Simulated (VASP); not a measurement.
Data:

```
CELL_PARAMETERS angstrom
      5.13572     0.00000     0.00000
      2.56786     4.44767     0.00000
      0.00000     0.00000    20.37334
ATOMIC_POSITIONS crystal
  Cu 0.00000 0.00000 0.34805
  Cu 0.50014 0.99973 0.34730
  Cu 0.99973 0.50014 0.34730
  Cu 0.50014 0.50014 0.34730
  Cu 0.16681 0.16681 0.44967
  Cu 0.66638 0.16681 0.44967
  Cu 0.16681 0.66638 0.44967
  Cu 0.66667 0.66667 0.44973
  Cu 0.83405 0.33190 0.55186
  Cu 0.33333 0.33333 0.55156
  Cu 0.83405 0.83405 0.55186
  Cu 0.33190 0.83405 0.55186
  Cu 0.00000 0.00000 0.65503
  Cu 0.49989 0.00023 0.65253
  Cu 0.00023 0.49989 0.65253
  Cu 0.49989 0.49989 0.65253
  Cl 0.00000 0.00000 0.76145
```

Calculation: PBE GGA, VASP's PBE PAW potentials (set 64) (plane waves; VASP). Settings: PREC = Normal, 400 eV cut-off, 6×6×1 Γ-centred mesh, first-order Methfessel-Paxton smearing of 0.10 eV, potentials Cu Cl.

Q: What does the run give for the energy per atom (σ→0), band gap (on the k-mesh) with the smallest direct gap where there is one?

A: 
```json
{
  "band gap (on the k-mesh)": "none (metal, semimetal or under 0.01 eV)",
  "energy per atom (σ→0)": "-3.477 eV/atom"
}
```

The absolute energy has meaning only against runs of the same code, potentials and settings.

The cell is a thin slab with vacuum, built from Cu (fcc): (111) face, Cl adsorbed.
